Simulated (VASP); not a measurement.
Data:

```
CELL_PARAMETERS angstrom
      7.56348     0.00000     0.00000
     -3.78174     6.55016     0.00000
      0.00000     0.00000     2.88951
ATOMIC_POSITIONS crystal
  Si 0.23108 0.82495 0.75000
  Si 0.76892 0.17505 0.25000
  Si 0.40613 0.23108 0.25000
  Si 0.59387 0.76892 0.75000
  Si 0.17505 0.40613 0.75000
  Si 0.82495 0.59387 0.25000
  N  0.33333 0.66667 0.75000
  N  0.66667 0.33333 0.25000
  N  0.96919 0.66985 0.75000
  N  0.03081 0.33015 0.25000
  N  0.29934 0.96919 0.25000
  N  0.70066 0.03081 0.75000
  N  0.33015 0.29934 0.75000
  N  0.66985 0.70066 0.25000
```

Method: PBE GGA, VASP's PBE PAW potentials (set 64) (plane waves; VASP 6.6.1). Settings: LREAL = Auto, 400 eV cut-off, 5×5×11 Γ-centred mesh, Gaussian smearing of 0.010 eV, potentials Si N.

At this cut-off the stress carries a Pulay error, which pulls relaxed volumes low.

Q: The ions, cell shape and volume are relaxed. Which structure does the run end with?

A: 
```
CELL_PARAMETERS angstrom
      7.61067     0.00000     0.00000
     -3.80533     6.59103     0.00000
      0.00000     0.00000     2.90913
ATOMIC_POSITIONS crystal
  Si 0.23211 0.82600 0.75000
  Si 0.76789 0.17400 0.25000
  Si 0.40612 0.23211 0.25000
  Si 0.59388 0.76789 0.75000
  Si 0.17400 0.40612 0.75000
  Si 0.82600 0.59388 0.25000
  N  0.33333 0.66667 0.75000
  N  0.66667 0.33333 0.25000
  N  0.97010 0.67032 0.75000
  N  0.02990 0.32968 0.25000
  N  0.29978 0.97010 0.25000
  N  0.70022 0.02990 0.75000
  N  0.32968 0.29978 0.75000
  N  0.67032 0.70022 0.25000
```
Space group P6_3/m (176), at a tolerance of 0.03 Å.

Q: How do energy and volume change from the first to the last step?

A: The energy (σ→0) changes by -3.6 meV/atom and the volume by +1.9 %, in 15 ionic steps.

The structure comes from a computed database's Si3N4 entry; how it stands against other phases isn't given here. This run relaxes it. Symmetry was kept, so distortions that lower it aren't found. The run is one of a series of settings (EDIFFG = -0.01, IBRION = 2, ISIF = 3, NSW = 50 against the base run), some of them coarse on purpose.
